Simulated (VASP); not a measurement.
VASP runs on Fe (bcc) share one base input (PBE GGA, plane waves, VASP's PBE PAW potentials (set 64)) and change the settings named in each case.

### KPOINTS
```
Automatic mesh
0
Gamma
16 16 16
0 0 0
```

INCAR:
```
SYSTEM = Fe
PREC = Accurate
ENCUT = 400
EDIFF = 1E-6
NELM = 100
ALGO = Normal
LREAL = .FALSE.
LASPH = .TRUE.
ISMEAR = 1
SIGMA = 0.1
GGA = PE
LMAXMIX = 4
ISPIN = 2
MAGMOM = 2.5
LORBIT = 10
LWAVE = .FALSE.
LCHARG = .FALSE.
ISIF = 2
```

File POSCAR:
```
Fe
1
   -1.4637000000     1.4637000000     1.4637000000
    1.4637000000    -1.4637000000     1.4637000000
    1.4637000000     1.4637000000    -1.4637000000
Fe
1
Direct
  0.0000000000   0.0000000000   0.0000000000
```

POTCAR, in this order: Fe (PBE.64 set). Program: vasp_std.

```json
[
 {"change": "base run", "E(σ→0) (eV/atom)": "-8.1816", "pressure (GPa)": "-12.83", "moment (μB)": "2.46", "−TS (eV)": "-0.0004"},
 {"change": "GGA removed, LMIXTAU = .TRUE., METAGGA = SCAN", "E(σ→0) (eV/atom)": "-18.0377", "pressure (GPa)": "[?]", "moment (μB)": "[?]", "−TS (eV)": "[?]"},
 {"change": "IVDW = 12", "E(σ→0) (eV/atom)": "-8.5041", "pressure (GPa)": "-17.13", "moment (μB)": "2.46", "−TS (eV)": "-0.0004"},
 {"change": "IVDW = 11", "E(σ→0) (eV/atom)": "-8.4509", "pressure (GPa)": "-17.43", "moment (μB)": "2.46", "−TS (eV)": "-0.0004"},
 {"change": "AGGAC = 0.0, GGA = BO, LUSE_VDW = .TRUE., PARAM1 = 0.1833333333, PARAM2 = 0.22", "E(σ→0) (eV/atom)": "-5.5723", "pressure (GPa)": "-17.12", "moment (μB)": "2.31", "−TS (eV)": "-0.0002"},
 {"change": "IVDW = 13", "E(σ→0) (eV/atom)": "-8.5025", "pressure (GPa)": "-16.80", "moment (μB)": "2.46", "−TS (eV)": "-0.0004"},
 {"change": "GGA = 91", "E(σ→0) (eV/atom)": "-8.0895", "pressure (GPa)": "-16.03", "moment (μB)": "2.31", "−TS (eV)": "-0.0002"}
]
```

Q: What belongs in the gaps?

A: 
- GGA removed, LMIXTAU = .TRUE., METAGGA = SCAN, pressure (GPa): -14.61
- GGA removed, LMIXTAU = .TRUE., METAGGA = SCAN, moment (μB): 2.67
- GGA removed, LMIXTAU = .TRUE., METAGGA = SCAN, −TS (eV): 0.0004

Energies of different potentials or functionals have different zeros.

Left out are runs that ran out of time, are held back, or changed the cell or the kind of run, fixed moments of cells without a moment, rows past the twelfth, gaps on odd meshes, pressures of charged cells and columns that move by less than the noise.

The compound is Fe in the bcc structure. The cell was not relaxed at this level. The spin order is the one that the start imposed; others were not tried in this run.
